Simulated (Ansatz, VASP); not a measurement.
# Ta32Cu55 (Cu(111) on Ta(110), film 8.4 A thick): VASP beside Ansatz

Aim: how closely do two programs agree when they are given the same cell, functional and k mesh? The cell is taken from a series of runs on this material, whose earlier steps may have relaxed, scaled, displaced or heated it; both programs get it as it stands.

Main program and level: Ansatz 0.2.0; plane waves, with VASP 6.6.1 beside it; single point at PBE.

## (1) The starting structure

The cell holds 87 atoms: 32 Ta and 55 Cu. Cell: a = 6.640 Å, b = 9.390 Å, c = 31.687 Å, α = 90.0°, β = 90.0°, γ = 90.0°. It derives from Ta. As first built, before any earlier steps moved the atoms (in the runner's words): Cu(111) slab, 5 repeats (8.4 A between outer planes), strained in the plane by up to 3.6 % to a cell of 62 A^2 of Ta(110) (4 repeats);, lowest layers held; starting gap 2.25 A. Of 4 lateral registries the lowest after a short relaxation was kept. Relaxed with the MACE-MP-0b2 potential. Lattice constants are starting values near those of PBE. Vacuum lies along c.

## (2) Ansatz: single point, PBE

Ansatz runs on its default PAW (the set named soft_2) files.

A single point gives forces, pressure and levels at one fixed geometry, so differences don't come from the geometry; what else differs is listed under the comparison.

The input, input.yaml:

```yaml
crystal:
  lattice:
    - [6.64, 0.0, 0.0]
    - [0.0, 9.39038, 0.0]
    - [0.0, 0.0, 31.68746]
  atoms:
    - { symbol: Ta, position: [0.00133, 0.4993, 0.22244] }
    - { symbol: Ta, position: [0.24924, 0.50023, 0.29599] }
    - { symbol: Ta, position: [0.99738, 0.49965, 0.36948] }
    - { symbol: Ta, position: [0.25238, 0.49456, 0.44233] }
    - { symbol: Ta, position: [0.24892, 0.75129, 0.21986] }
    - { symbol: Ta, position: [0.49789, 0.75245, 0.29617] }
    - { symbol: Ta, position: [0.24735, 0.7495, 0.3688] }
    - { symbol: Ta, position: [0.49435, 0.75462, 0.44184] }
    - { symbol: Ta, position: [0.003, 0.00152, 0.22094] }
    - { symbol: Ta, position: [0.24891, 1.0e-05, 0.29493] }
    - { symbol: Ta, position: [0.99829, 0.99992, 0.36785] }
    - { symbol: Ta, position: [0.24718, 0.0028, 0.44085] }
    - { symbol: Ta, position: [0.2506, 0.25284, 0.22085] }
    - { symbol: Ta, position: [0.5047, 0.24935, 0.29469] }
    - { symbol: Ta, position: [0.24753, 0.24968, 0.36848] }
    - { symbol: Ta, position: [0.49783, 0.24674, 0.4411] }
    - { symbol: Ta, position: [0.49899, 0.49979, 0.2218] }
    - { symbol: Ta, position: [0.75067, 0.49721, 0.29456] }
    - { symbol: Ta, position: [0.49907, 0.50024, 0.36869] }
    - { symbol: Ta, position: [0.73448, 0.5007, 0.44197] }
    - { symbol: Ta, position: [0.74869, 0.75207, 0.22076] }
    - { symbol: Ta, position: [0.99752, 0.75121, 0.295] }
    - { symbol: Ta, position: [0.74969, 0.75071, 0.36973] }
    - { symbol: Ta, position: [0.01145, 0.74976, 0.44264] }
    - { symbol: Ta, position: [0.50549, 0.99909, 0.22017] }
    - { symbol: Ta, position: [0.74579, 0.00186, 0.29487] }
    - { symbol: Ta, position: [0.49873, 0.00013, 0.36858] }
    - { symbol: Ta, position: [0.75583, 0.00101, 0.44106] }
    - { symbol: Ta, position: [0.75307, 0.25226, 0.22046] }
    - { symbol: Ta, position: [0.99935, 0.24838, 0.29454] }
    - { symbol: Ta, position: [0.74863, 0.25006, 0.36799] }
    - { symbol: Ta, position: [0.98944, 0.25017, 0.4408] }
    - { symbol: Cu, position: [0.90915, 0.7529, 0.53976] }
    - { symbol: Cu, position: [0.87845, 0.91124, 0.60202] }
    - { symbol: Cu, position: [0.73817, 0.78907, 0.66837] }
    - { symbol: Cu, position: [0.96338, 0.76038, 0.73443] }
    - { symbol: Cu, position: [0.91304, 0.91296, 0.79943] }
    - { symbol: Cu, position: [0.2015, 0.58242, 0.53849] }
    - { symbol: Cu, position: [0.14997, 0.72778, 0.60384] }
    - { symbol: Cu, position: [0.01048, 0.60582, 0.66946] }
    - { symbol: Cu, position: [0.23575, 0.57781, 0.73495] }
    - { symbol: Cu, position: [0.18644, 0.73125, 0.7999] }
    - { symbol: Cu, position: [0.57074, 0.65271, 0.53661] }
    - { symbol: Cu, position: [0.51413, 0.81266, 0.60236] }
    - { symbol: Cu, position: [0.37365, 0.69744, 0.669] }
    - { symbol: Cu, position: [0.5996, 0.66924, 0.73453] }
    - { symbol: Cu, position: [0.54996, 0.82229, 0.79953] }
    - { symbol: Cu, position: [0.86426, 0.47657, 0.53728] }
    - { symbol: Cu, position: [0.78897, 0.62933, 0.60444] }
    - { symbol: Cu, position: [0.64547, 0.514, 0.66926] }
    - { symbol: Cu, position: [0.87145, 0.48641, 0.73475] }
    - { symbol: Cu, position: [0.8228, 0.63997, 0.79992] }
    - { symbol: Cu, position: [0.13917, 0.3038, 0.53416] }
    - { symbol: Cu, position: [0.06758, 0.45049, 0.60373] }
    - { symbol: Cu, position: [0.91805, 0.33286, 0.66798] }
    - { symbol: Cu, position: [0.14322, 0.3045, 0.73422] }
    - { symbol: Cu, position: [0.09478, 0.45734, 0.80003] }
    - { symbol: Cu, position: [0.48715, 0.39973, 0.53304] }
    - { symbol: Cu, position: [0.42531, 0.54183, 0.60339] }
    - { symbol: Cu, position: [0.28293, 0.42345, 0.66921] }
    - { symbol: Cu, position: [0.50738, 0.39568, 0.73481] }
    - { symbol: Cu, position: [0.45889, 0.54897, 0.80022] }
    - { symbol: Cu, position: [0.74941, 0.21116, 0.53001] }
    - { symbol: Cu, position: [0.70027, 0.3602, 0.60106] }
    - { symbol: Cu, position: [0.55549, 0.24306, 0.66783] }
    - { symbol: Cu, position: [0.77974, 0.21459, 0.734] }
    - { symbol: Cu, position: [0.73065, 0.36655, 0.80003] }
    - { symbol: Cu, position: [0.00873, 0.0224, 0.53002] }
    - { symbol: Cu, position: [0.97398, 0.18073, 0.5987] }
    - { symbol: Cu, position: [0.82858, 0.06344, 0.66724] }
    - { symbol: Cu, position: [0.05295, 0.03357, 0.73371] }
    - { symbol: Cu, position: [0.00277, 0.18482, 0.79961] }
    - { symbol: Cu, position: [0.38568, 0.11435, 0.53404] }
    - { symbol: Cu, position: [0.34057, 0.27093, 0.60142] }
    - { symbol: Cu, position: [0.19109, 0.15236, 0.66695] }
    - { symbol: Cu, position: [0.4162, 0.12352, 0.73356] }
    - { symbol: Cu, position: [0.3667, 0.2753, 0.79971] }
    - { symbol: Cu, position: [0.63457, 0.92577, 0.53533] }
    - { symbol: Cu, position: [0.6099, 0.09057, 0.6002] }
    - { symbol: Cu, position: [0.46503, 0.97127, 0.66715] }
    - { symbol: Cu, position: [0.69004, 0.94247, 0.73362] }
    - { symbol: Cu, position: [0.63956, 0.09415, 0.7993] }
    - { symbol: Cu, position: [0.27862, 0.83751, 0.53248] }
    - { symbol: Cu, position: [0.24327, 0.99719, 0.60007] }
    - { symbol: Cu, position: [0.10111, 0.8814, 0.66824] }
    - { symbol: Cu, position: [0.32676, 0.85169, 0.73397] }
    - { symbol: Cu, position: [0.27614, 0.00362, 0.79934] }
kpoints:
  mp_grid: { grid: [3, 2, 1] }
hamiltonian:
  xc: pbe
scf:
  occupations: { method: fermi_dirac, width: 0.1 }
output:
  forces: true
  eigenvalues: true
```

On the command line:

```
$ ansatz run input.yaml --threads 11 --pin off --max-ram 102400MiB --backend cuda --events-out ev --progress --plain --runs-dir out
```

Numbers of over 12 decimals in the logs are rounded to 6 here.

The program printed:

```text
Engine: ansatz 0.2.0, x86_64-unknown-linux-gnu
Pseudopotentials: kind: paw
Pseudopotential: Ta, paw, valence charge 13, recommended cutoff 420 eV (normal), Ta.paw.azcp
Pseudopotential: Cu, paw, valence charge 19, recommended cutoff 420 eV (normal), Cu.paw.azcp
Functional definition: PBE
  parameter kappa = 0.804
  parameter beta = 0.066725
  exchange = pbe_x(kappa = kappa, mu = beta*pi^2/3)
  correlation = pbe_c(beta = beta)
device memory: the entry about to start is reckoned to put 41.0 GiB on a device that reports 78.6 GiB free
GPU FFT provider: cuFFT
GPU libraries: cuBLAS 13.8.2, cuFFT 12.4.0, cuSOLVER 12.3.4
Crystal: 87 atoms, lattice volume = 1975.780 Å³
Basis set: ecut = 420 eV, 38569 PW (Γ), exchange–correlation on 90×128×432 points (8 copies of the dense FFT grid, shifted against one another)
Bands: 877, of which v1, the nominal top of the filled ones, is band 731 counted from 1 (730 counted from 0)
Symmetry: 1 space group operations
Space group: P1 (ITA 1), of the structure as read, at distance tolerance 1.3e-4 Å
k-points: 4 of 6 (time reversal used)
Non-local potential: Ta, projectors of the file, l = 0: 3, l = 1: 2, l = 2: 2, l = 3: 1
Non-local potential: Cu, projectors of the file, l = 0: 3, l = 1: 2, l = 2: 3, l = 3: 1
PAW form: soft (Blöchl's): semilocal exchange-correlation on the pseudo side does not see the compensation charge
PAW one-centre angular grid: Ta, 590 points (default); XC on 64 Gauss nodes
PAW one-centre angular grid: Cu, 590 points (default); XC on 64 Gauss nodes
Initial density: superposition of atomic densities (neutral atoms: chi_scale 0, normalization atom), corrected by the library's trained network
Initial wavefunctions: pseudopotential atomic-orbital guess
GPU buffer pool allocated for 622080 grid points (all kernels)
GPU transforms: local potential and band sums: pruned to the plane-wave sphere, on 45×64×216
Functional: x = pbe(κ = 0.804, μ = 0.219515), c = pbe(β = 0.066725)
SCF iter   1: F=—  HF=-682196.929561 eV  |F-HF|=—  |Δ(HF+E_count)|=         —  Δρ=7.71e-3  dr2=5.91e1  ethr=1.77e-3  ⟨swp⟩=7.0  Hψ=12751  notcnv=0  defer=28
preconditioner: auto → LDOS  [metal: Δε(μ)=0.030 eV  Ē_g=5.794 eV  σ=0.100 eV  W_gap=0.08  n_scr=580 (ndim 8)  ℏωp=23.1 eV  f_vac=0.322  D(μ)=54.07/eV (n_scr^D=356)  β→1.0]
SCF iter   2: F=—  HF=-682196.378968 eV  |F-HF|=—  |Δ(HF+E_count)|=   5.51e-1  Δρ=2.55e-3  dr2=9.69e-1  ethr=1.77e-3  ⟨swp⟩=1.0  Hψ=4036  notcnv=0  defer=121
SCF iter   3: F=—  HF=-682196.440959 eV  |F-HF|=—  |Δ(HF+E_count)|=   6.20e-2  Δρ=3.75e-3  dr2=2.35e-1  ethr=6.63e-5  ⟨swp⟩=2.0  Hψ=4562  notcnv=0  defer=272
SCF iter   4: F=—  HF=-682196.426936 eV  |F-HF|=—  |Δ(HF+E_count)|=   1.40e-2  Δρ=9.57e-4  dr2=2.19e-2  ethr=1.61e-5  ⟨swp⟩=2.2  Hψ=5285  notcnv=0  defer=272
SCF iter   5: F=—  HF=-682196.438563 eV  |F-HF|=—  |Δ(HF+E_count)|=   1.16e-2  Δρ=2.17e-4  dr2=1.45e-3  ethr=1.50e-6  ⟨swp⟩=2.0  Hψ=5312  notcnv=0  defer=272
SCF iter   6: F=—  HF=-682196.398153 eV  |F-HF|=—  |Δ(HF+E_count)|=   4.04e-2  Δρ=2.19e-4  dr2=6.42e-4  ethr=9.90e-8  ⟨swp⟩=3.0  Hψ=6997  notcnv=0  defer=272
SCF iter   7: F=—  HF=-682196.398101 eV  |F-HF|=—  |Δ(HF+E_count)|=   5.23e-5  Δρ=4.00e-5  dr2=5.59e-5  ethr=4.40e-8  ⟨swp⟩=2.0  Hψ=4651  notcnv=0  defer=272
SCF iter   8: F=—  HF=-682196.415458 eV  |F-HF|=—  |Δ(HF+E_count)|=   1.74e-2  Δρ=2.32e-5  dr2=1.26e-5  ethr=3.83e-9  ⟨swp⟩=2.2  Hψ=6192  notcnv=0  defer=230
SCF iter   9: F=—  HF=-682196.415463 eV  |F-HF|=—  |Δ(HF+E_count)|=   5.18e-6  Δρ=1.39e-5  dr2=3.00e-6  ethr=8.64e-10  ⟨swp⟩=2.2  Hψ=4734  notcnv=0  defer=230
SCF iter  10: F=—  HF=-682196.415464 eV  |F-HF|=—  |Δ(HF+E_count)|=   1.27e-6  Δρ=3.63e-6  dr2=2.37e-7  ethr=2.05e-10  ⟨swp⟩=2.0  Hψ=4743  notcnv=0  defer=230
SCF iter  11: F=—  HF=-682196.415465 eV  |F-HF|=—  |Δ(HF+E_count)|=   5.98e-7  Δρ=3.27e-6  dr2=1.87e-7  ethr=6.84e-12  ⟨swp⟩=14.2  Hψ=16247  notcnv=0
SCF iter  12: F=-682196.415465 eV  HF=-682196.415465 eV  |F-HF|=4.41e-8  |Δ(HF+E_count)|=   4.02e-8  Δρ=1.56e-6  dr2=5.30e-8  ethr=6.84e-12  ⟨swp⟩=5.0  Hψ=11749  notcnv=0
SCF 1 converged in 12 iterations: F = -682196.415465 eV  dr2 = 5.30e-8
  greatest PAW one-centre occupation: 1.000 electrons in one spin orbital (limit 2), on the Cu atom at site 61 (counted from 0), in its partial waves of l = 0
SCF converged after 12 iterations
Free energy (F): -682196.415465 eV
Harris-Foulkes:  -682196.415465 eV  (|F-HF|=4.41e-8)
Internal energy: -682194.472889 eV  (E = F + TS)
E sigma→0 (E₀):  -682195.444177 eV
Entropy (-TS):   -1.942576 eV (-22.328 meV/atom)
Fermi energy:    9.313673 eV
--- Per-component energies (eV) ---
  E_band       = -34726.137884
  E_kinetic    = 28127.975246
  E_local      = -3087595.981362  (includes V_loc(G=0)·N_el)
  E_nonlocal   = 21948.006448
  E_hartree    = 1522067.379489
  E_xc         = -11863.028696
  E_vxc        = -12813.714122  (∫ρ·V_xc dr)
  E_paw        = -360181.302566  (= ΣΔE_a)
[...]
k-point 3: bands = [... 727 lower, 9.1037, 9.1343, 9.1600, 9.1712, 9.1870, 9.2040, 9.2214, 9.2393, ... 142 higher]
```

## (3) VASP: single point, PBE

The same cell, functional, mesh and smearing now go to VASP, with its own data sets.

Lines of VASP's logs that name or quote its potential files are left out, and so is its time.

The input, INCAR:

```
SYSTEM = Ta32Cu55
PREC = Accurate
ENCUT = 520
EDIFF = 1E-06
NELM = 120
ISMEAR = -1
SIGMA = 0.1
LREAL = Auto
ALGO = Normal
GGA = PE
NBANDS = 560
LASPH = .TRUE.
LORBIT = 11
LWAVE = .FALSE.
LCHARG = .FALSE.
ISIF = 2
GGA_COMPAT = .FALSE.
KPAR = 4
```

The input, POSCAR:

```
Ta32Cu55
1.0
    6.6400000000      0.0000000000      0.0000000000
    0.0000000000      9.3903800000      0.0000000000
    0.0000000000      0.0000000000     31.6874600000
Ta Cu
32 55
Direct
    0.0013300000      0.4993000000      0.2224400000
    0.2492400000      0.5002300000      0.2959900000
    0.9973800000      0.4996500000      0.3694800000
    0.2523800000      0.4945600000      0.4423300000
    0.2489200000      0.7512900000      0.2198600000
    0.4978900000      0.7524500000      0.2961700000
    0.2473500000      0.7495000000      0.3688000000
    0.4943500000      0.7546200000      0.4418400000
    0.0030000000      0.0015200000      0.2209400000
    0.2489100000      0.0000100000      0.2949300000
    0.9982900000      0.9999200000      0.3678500000
    0.2471800000      0.0028000000      0.4408500000
    0.2506000000      0.2528400000      0.2208500000
    0.5047000000      0.2493500000      0.2946900000
    0.2475300000      0.2496800000      0.3684800000
    0.4978300000      0.2467400000      0.4411000000
    0.4989900000      0.4997900000      0.2218000000
    0.7506700000      0.4972100000      0.2945600000
    0.4990700000      0.5002400000      0.3686900000
    0.7344800000      0.5007000000      0.4419700000
    0.7486900000      0.7520700000      0.2207600000
    0.9975200000      0.7512100000      0.2950000000
    0.7496900000      0.7507100000      0.3697300000
    0.0114500000      0.7497600000      0.4426400000
    0.5054900000      0.9990900000      0.2201700000
    0.7457900000      0.0018600000      0.2948700000
    0.4987300000      0.0001300000      0.3685800000
    0.7558300000      0.0010100000      0.4410600000
    0.7530700000      0.2522600000      0.2204600000
    0.9993500000      0.2483800000      0.2945400000
    0.7486300000      0.2500600000      0.3679900000
    0.9894400000      0.2501700000      0.4408000000
    0.9091500000      0.7529000000      0.5397600000
    0.8784500000      0.9112400000      0.6020200000
    0.7381700000      0.7890700000      0.6683700000
    0.9633800000      0.7603800000      0.7344300000
    0.9130400000      0.9129600000      0.7994300000
    0.2015000000      0.5824200000      0.5384900000
    0.1499700000      0.7277800000      0.6038400000
    0.0104800000      0.6058200000      0.6694600000
    0.2357500000      0.5778100000      0.7349500000
    0.1864400000      0.7312500000      0.7999000000
    0.5707400000      0.6527100000      0.5366100000
    0.5141300000      0.8126600000      0.6023600000
    0.3736500000      0.6974400000      0.6690000000
    0.5996000000      0.6692400000      0.7345300000
    0.5499600000      0.8222900000      0.7995300000
    0.8642600000      0.4765700000      0.5372800000
    0.7889700000      0.6293300000      0.6044400000
    0.6454700000      0.5140000000      0.6692600000
    0.8714500000      0.4864100000      0.7347500000
    0.8228000000      0.6399700000      0.7999200000
    0.1391700000      0.3038000000      0.5341600000
    0.0675800000      0.4504900000      0.6037300000
    0.9180500000      0.3328600000      0.6679800000
    0.1432200000      0.3045000000      0.7342200000
    0.0947800000      0.4573400000      0.8000300000
    0.4871500000      0.3997300000      0.5330400000
    0.4253100000      0.5418300000      0.6033900000
    0.2829300000      0.4234500000      0.6692100000
    0.5073800000      0.3956800000      0.7348100000
    0.4588900000      0.5489700000      0.8002200000
    0.7494100000      0.2111600000      0.5300100000
    0.7002700000      0.3602000000      0.6010600000
    0.5554900000      0.2430600000      0.6678300000
    0.7797400000      0.2145900000      0.7340000000
    0.7306500000      0.3665500000      0.8000300000
    0.0087300000      0.0224000000      0.5300200000
    0.9739800000      0.1807300000      0.5987000000
    0.8285800000      0.0634400000      0.6672400000
    0.0529500000      0.0335700000      0.7337100000
    0.0027700000      0.1848200000      0.7996100000
    0.3856800000      0.1143500000      0.5340400000
    0.3405700000      0.2709300000      0.6014200000
    0.1910900000      0.1523600000      0.6669500000
    0.4162000000      0.1235200000      0.7335600000
    0.3667000000      0.2753000000      0.7997100000
    0.6345700000      0.9257700000      0.5353300000
    0.6099000000      0.0905700000      0.6002000000
    0.4650300000      0.9712700000      0.6671500000
    0.6900400000      0.9424700000      0.7336200000
    0.6395600000      0.0941500000      0.7993000000
    0.2786200000      0.8375100000      0.5324800000
    0.2432700000      0.9971900000      0.6000700000
    0.1011100000      0.8814000000      0.6682400000
    0.3267600000      0.8516900000      0.7339700000
    0.2761400000      0.0036200000      0.7993400000
```

The input, KPOINTS:

```
Automatic mesh
0
Gamma
3 2 1
0 0 0
```

PAW data sets: Ta_pv and Cu (PBE family, release 64).

On the command line:

```
$ mpirun -np 8 vasp_std
```

The program printed:

```text
[banner, memory and clock lines left out]
running    8 mpi-ranks, on    1 nodes
[...]
|                                                                             |
|           W    W    AA    RRRRR   N    N  II  N    N   GGGG   !!!           |
|           W    W   A  A   R    R  NN   N  II  NN   N  G    G  !!!           |
|           W    W  A    A  R    R  N N  N  II  N N  N  G       !!!           |
|           W WW W  AAAAAA  RRRRR   N  N N  II  N  N N  G  GGG   !            |
|           WW  WW  A    A  R   R   N   NN  II  N   NN  G    G                |
|           W    W  A    A  R    R  N    N  II  N    N   GGGG   !!!           |
|                                                                             |
|     For optimal performance we recommend to set                             |
|       NCORE = 2 up to number-of-cores-per-socket                            |
|     NCORE specifies how many cores store one orbital (NPAR=cpu/NCORE).      |
|     This setting can greatly improve the performance of VASP for DFT.       |
|     The default, NCORE=1 might be grossly inefficient on modern             |
|     multi-core architectures or massively parallel machines. Do your        |
|     Unfortunately you need to use the default for GW and RPA                |
|     calculations (for HF NCORE is supported but not extensively tested      |
|     yet).                                                                   |
|                                                                             |

 LDA part: xc-table for (Slater+PW92), standard interpolation
 POSCAR, INCAR and KPOINTS ok, starting setup
[...]
entering main loop
       N       E                     dE             d eps       ncg     rms          rms(c)
DAV:   1     0.124231424513E+05    0.12423E+05   -0.42057E+05  4544   0.223E+03
DAV:   2     0.166059147358E+04   -0.10763E+05   -0.10413E+05  4480   0.628E+02
DAV:   3    -0.300246008415E+03   -0.19608E+04   -0.18238E+04  4488   0.283E+02
DAV:   4    -0.629318738472E+03   -0.32907E+03   -0.27065E+03  6984   0.107E+02
[...]
DAV:  43    -0.563146197898E+03   -0.90921E-05   -0.73502E-06  4720   0.104E-02    0.381E-03
DAV:  44    -0.563146199093E+03   -0.11942E-05   -0.45376E-07  2760   0.469E-03    0.184E-03
DAV:  45    -0.563146199876E+03   -0.78361E-06   -0.12866E-06  2744   0.290E-03
   1 F= -.56314620E+03 E0= -.56217705E+03  d E =-.193829E+01
```

OUTCAR, selected parts (step 3):

```text
  FREE ENERGIE OF THE ION-ELECTRON SYSTEM (eV)
  ---------------------------------------------------
  free  energy   TOTEN  =      -563.1461998763 eV

  energy  without entropy=     -561.2079088106  energy(sigma->0) =     -562.17705434
```

This run has no spin polarisation. Its electron count is odd, so without a moment it is a metal by construction.

## (4) Comparison

Known differences besides the potentials themselves: the data sets hold 1461 valence electrons in Ansatz (on its default PAW (the set named soft_2) files) and 957 in VASP; the cutoff is 420 eV in Ansatz and 520 eV in VASP (PREC = Accurate, projectors in real space). Total energies have different zeros and are not compared.

Forces on 10 of the 87 atoms, those with the largest forces and the largest differences (eV/Å; atoms numbered as in POSCAR):

```
atom         Ansatz x, y, z           VASP x, y, z
 Ta8   0.012, -0.131, 0.917   0.011, -0.132, 0.899
Ta12  -0.086, -0.080, 1.063  -0.088, -0.081, 1.046
Ta16    0.088, 0.090, 1.032    0.090, 0.089, 1.014
Ta20    0.261, 0.005, 0.878    0.262, 0.006, 0.860
Ta28  -0.075, -0.080, 1.030  -0.073, -0.083, 1.013
Ta32    0.124, 0.051, 1.053    0.123, 0.053, 1.034
Cu33  0.412, -0.008, -0.775  0.413, -0.008, -0.783
Cu37    0.004, 0.001, 0.006    0.003, 0.002, 0.027
Cu47   0.002, -0.002, 0.003   0.002, -0.002, 0.025
Cu72    0.006, 0.001, 0.002    0.005, 0.002, 0.024
```

The forces differ by 5.8 meV/Å r.m.s., which is 2.2 % of the r.m.s. force of 0.266 eV/Å (both taken over all components). With vacuum in the cell, a pressure given here is an average over mostly empty space and none of the material.

## (5) What came out

```
r.m.s. force difference (single point, PBE) : 2.2 % of the r.m.s. force
```

In words: The r.m.s. force difference is 2.2 % of the r.m.s. force (single point, PBE), within the 3 % picked in this series as the mark of a large difference. The data sets hold unlike numbers of valence electrons (1461 in Ansatz and 957 in VASP), so part of the differences comes from the potentials. How closely two codes agree says nothing of how well the functional describes the real material.

[Lines on the potential files, build, host, timing and source positions are cut from VASP's logs without a mark.]

[Logs are printed without paths, hosts, clocks, repeated set-up lines and the standing remarks that a program may print on its own settings, such as how far it seeks lower states.]

[Hosts, paths, dates, database ids (printed as entryN), source tags and the programs' standing remarks are cut or masked in the printed files.]
